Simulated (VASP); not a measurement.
Here is the system:

```
HgTe
1.0
    0.00000     3.23000     3.23000
    3.23000     0.00000     3.23000
    3.23000     3.23000     0.00000
Hg Te
1 1
Direct
  0.00000   0.00000   0.00000
  0.25000   0.25000   0.25000
```

All values below come from r2SCAN meta-GGA, VASP's PBE PAW potentials (set 64) (plane waves; VASP). Run with 520 eV cut-off, 7×7×7 Γ-centred mesh, Gaussian smearing of 0.050 eV, potentials Hg Te.

Energy and stress use the plane-wave basis of the starting cell.

Problem. The ions, cell shape and volume are relaxed. Predict the relaxed structure.

Solution. 
```
HgTe
1.0
    0.00000     3.28858     3.28858
    3.28858     0.00000     3.28858
    3.28858     3.28858     0.00000
Hg Te
1 1
Direct
  0.00000   0.00000   0.00000
  0.25000   0.25000   0.25000
```
Space group F-43m (216), at a tolerance of 0.03 Å.

Problem. How do energy and volume change from the first to the last step?

Solution. The energy (σ→0) changes by -13.7 meV/atom and the volume by +5.5 %, in 3 ionic steps.

The compound is HgTe in the zinc blende structure. This run relaxes it. Symmetry was kept, so distortions that lower it aren't found.
